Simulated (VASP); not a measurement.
A VASP calculation is set up with these files.

### KPOINTS
```
Automatic
0
G
 7 7 7
```

INCAR:
```
ALGO = Normal   ! blocked Davidson
NELM = 100   ! most electronic steps
SIGMA = 0.05   ! width (eV)
EDIFF = 1E-6   ! SCF stop (eV)
LCHARG = F
LUSE_VDW = T
EDIFFG = -0.02   ! ionic stop
ZAB_VDW = -1.8867
GGA = ML
PREC = Accurate
IBRION = 2   ! conjugate gradients
ENCUT = 520
ISMEAR = 0   ! Gaussian
SYSTEM = ZrO2
ISIF = 3
LMAXMIX = 4
AGGAC = 0.0
NSW = 60
LASPH = T
LWAVE = F
LREAL = F   ! projection in real space or not
```

**POSCAR**
```
ZrO2
1
   -0.0000000000     2.5336762499     2.5336762499
    2.5336762499     0.0000000000     2.5336762499
    2.5336762499     2.5336762499    -0.0000000000
Zr O
1 2
Direct
  0.0000000000   0.0000000000   0.0000000000
  0.2500000000   0.2500000000   0.2500000000
  0.7500000000   0.7500000000   0.7500000000
```

POTCAR, in this order: Zr_sv O (PBE.64 set). Program: vasp_std.

Task: Translate this vdW-DF2 calculation to Quantum ESPRESSO's pw.x.

Result: One equivalent input (not run):
```
&CONTROL
  calculation = 'vc-relax'
  pseudo_dir = './pseudo'
  outdir = './out'
  tprnfor = .true.
  tstress = .true.
  nstep = 60
  forc_conv_thr = 0.00078
/
&SYSTEM
  ibrav = 0
  nat = 3
  ntyp = 2
  ecutwfc = 84
  occupations = 'smearing'
  smearing = 'gaussian'
  degauss = 0.003675
  input_dft = 'vdw-df2'
/
&ELECTRONS
  conv_thr = 7.3e-08
  electron_maxstep = 100
/
&IONS
/
&CELL
/
ATOMIC_SPECIES
  Zr 91.224 Zr.upf
  O 15.999 O.upf
CELL_PARAMETERS angstrom
    -0.0000000    2.5336762    2.5336762
     2.5336762    0.0000000    2.5336762
     2.5336762    2.5336762   -0.0000000
ATOMIC_POSITIONS crystal
  Zr   0.0000000  0.0000000  0.0000000
  O    0.2500000  0.2500000  0.2500000
  O    0.7500000  0.7500000  0.7500000
K_POINTS automatic
  7 7 7 0 0 0
```
The two are equivalent in intent, not identical: the potentials are each code's own (VASP's PAW set, PseudoDojo norm-conserving files in pw.x), so ENCUT and ecutwfc are chosen apart and not converted; conv_thr bounds pw.x's estimated SCF error, while EDIFF bounds the energy change between steps; forc_conv_thr acts on force components and is met together with etot_conv_thr.

The compound is ZrO2 in the fluorite structure, the high-temperature cubic form, which is unstable at 0 K; the monoclinic form is the stable one. This run relaxes it. Symmetry was kept, so distortions that lower it aren't found. The start is the result of an earlier pass.
